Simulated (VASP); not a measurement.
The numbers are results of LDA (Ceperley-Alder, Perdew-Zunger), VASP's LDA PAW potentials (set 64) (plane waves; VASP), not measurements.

A VASP calculation is set up with these files.

File POSCAR:
```
Bi2Se3
1.0
  4.1113308677   0.0000000000   0.0000000000
 -2.0556654338   3.5605168068   0.0000000000
  0.0000000000   0.0000000000  27.9138754905
Bi Se
6 9
direct
  0.3333330000   0.6666670000   0.2653792235
  0.3333330000   0.6666670000   0.0679547765
  0.0000000000   0.0000000000   0.5987122235
  0.0000000000   0.0000000000   0.4012877765
  0.6666670000   0.3333330000   0.9320452235
  0.6666670000   0.3333330000   0.7346207765
  0.0000000000   0.0000000000   0.0000000000
  0.6666670000   0.3333330000   0.1239992320
  0.0000000000   0.0000000000   0.2093337680
  0.6666670000   0.3333330000   0.3333330000
  0.3333330000   0.6666670000   0.4573332320
  0.6666670000   0.3333330000   0.5426667680
  0.3333330000   0.6666670000   0.6666670000
  0.0000000000   0.0000000000   0.7906662320
  0.3333330000   0.6666670000   0.8760007680
```

### KPOINTS
```
Automatic mesh
0
Gamma
8 8 1
0 0 0
```

### INCAR
```
! general
SYSTEM =Bi2Se3
PREC   =Accurate
ENCUT  =480
LREAL  =Auto
LASPH  =.TRUE.

! electronic loop
EDIFF  =1E-6
NELM   =100
ALGO   =Normal
LMAXMIX=4

! smearing
ISMEAR =1
SIGMA  =0.1

! ions
IBRION =2
NSW    =60
ISIF   =3
EDIFFG =-0.02

! output
LWAVE  =.FALSE.
LCHARG =.FALSE.
```

POTCAR, in this order: Bi_d Se (LDA.64 set). Program: vasp_std.

The resulting files:

### OSZICAR
```
       N       E                     dE             d eps       ncg     rms          rms(c)
DAV:   1     0.157616353460E+04    0.15762E+04   -0.63716E+04  1720   0.166E+03
DAV:   2     0.179048907909E+03   -0.13971E+04   -0.13565E+04  1792   0.450E+02
DAV:   3    -0.542119455326E+02   -0.23326E+03   -0.22253E+03  2028   0.197E+02
DAV:   4    -0.716550207248E+02   -0.17443E+02   -0.16963E+02  2040   0.516E+01
DAV:   5    -0.725311797552E+02   -0.87616E+00   -0.86978E+00  2318   0.110E+01    0.937E+00
DAV:   6    -0.703214891306E+02    0.22097E+01   -0.48152E+00  2216   0.781E+00    0.599E+00
DAV:   7    -0.703036026097E+02    0.17887E-01   -0.13348E+00  2170   0.299E+00    0.253E+00
DAV:   8    -0.703060024243E+02   -0.23998E-02   -0.22965E-01  2094   0.150E+00    0.747E-01
DAV:   9    -0.702981105406E+02    0.78919E-02   -0.24531E-02  2092   0.637E-01    0.239E-01
DAV:  10    -0.702988347913E+02   -0.72425E-03   -0.12302E-02  1950   0.290E-01    0.784E-02
DAV:  11    -0.702988560585E+02   -0.21267E-04   -0.10079E-03  2210   0.108E-01    0.515E-02
DAV:  12    -0.702988829613E+02   -0.26903E-04   -0.16018E-04  2344   0.388E-02    0.297E-02
DAV:  13    -0.702988781331E+02    0.48282E-05   -0.67418E-05  2250   0.392E-02    0.129E-02
DAV:  14    -0.702988765861E+02    0.15470E-05   -0.86894E-06  1832   0.110E-02    0.456E-03
DAV:  15    -0.702988766516E+02   -0.65482E-07   -0.87576E-07  1098   0.292E-03
   1 F= -.70298877E+02 E0= -.70298619E+02  d E =-.702989E+02
```

OUTCAR:
```
------------------------ aborting loop because EDIFF is reached ----------------------------------------
  FORCE on cell =-STRESS in cart. coord.  units (eV):
  Direction    XX          YY          ZZ          XY          YZ          ZX
  --------------------------------------------------------------------------------------
  Total       -0.2480750     -0.2480749     -0.2022090     -0.0000000      0.0000000      0.0000000
  in kB       -0.9726977     -0.9726976     -0.7928579     -0.0000000      0.0000000      0.0000000
  external PRESSURE =      -0.9127511 kB  Pullay stress =       0.0000000 kB
  volume of cell :      408.62
      direct lattice vectors                 reciprocal lattice vectors
     4.111330868  0.000000000  0.000000000     0.243230242  0.140429052  0.000000000
    -2.055665434  3.560516807  0.000000000     0.000000000  0.280858104  0.000000000
     0.000000000  0.000000000 27.913875491     0.000000000  0.000000000  0.035824477
 POSITION                                       TOTAL-FORCE (eV/Angst)
 -----------------------------------------------------------------------------------
     -0.00000      2.37368      7.40776         0.000000     -0.000000      0.006571
     -0.00000      2.37368      1.89688        -0.000000     -0.000000     -0.006571
      0.00000      0.00000     16.71238         0.000000      0.000000      0.006571
      0.00000      0.00000     11.20150        -0.000000      0.000000     -0.006571
      2.05567      1.18684     26.01699         0.000000     -0.000000      0.006571
      2.05567      1.18684     20.50611        -0.000000      0.000000     -0.006571
      0.00000      0.00000      0.00000        -0.000000      0.000000     -0.000000
      2.05567      1.18684      3.46130        -0.000000      0.000000      0.005220
      0.00000      0.00000      5.84332         0.000000     -0.000000     -0.005220
      2.05567      1.18684      9.30462         0.000000      0.000000     -0.000000
     -0.00000      2.37368     12.76594        -0.000000      0.000000      0.005220
      2.05567      1.18684     15.14793         0.000000     -0.000000     -0.005220
     -0.00000      2.37368     18.60926         0.000000      0.000000     -0.000000
      0.00000      0.00000     22.07056        -0.000000      0.000000      0.005220
     -0.00000      2.37368     24.45258         0.000000     -0.000000     -0.005220
 -----------------------------------------------------------------------------------
    total drift:                                0.000000      0.000000      0.000000
  FREE ENERGIE OF THE ION-ELECTRON SYSTEM (eV)
  ---------------------------------------------------
  free  energy   TOTEN  =       -70.2988766516 eV

  energy  without entropy=      -70.2981029754  energy(sigma->0) =      -70.29861876

 reached required accuracy - stopping structural energy minimisation
```
(Selected blocks of OUTCAR.)

The compound is Bi2Se3 in the tetradymite structure. It was relaxed first. The start is the result of an earlier pass.
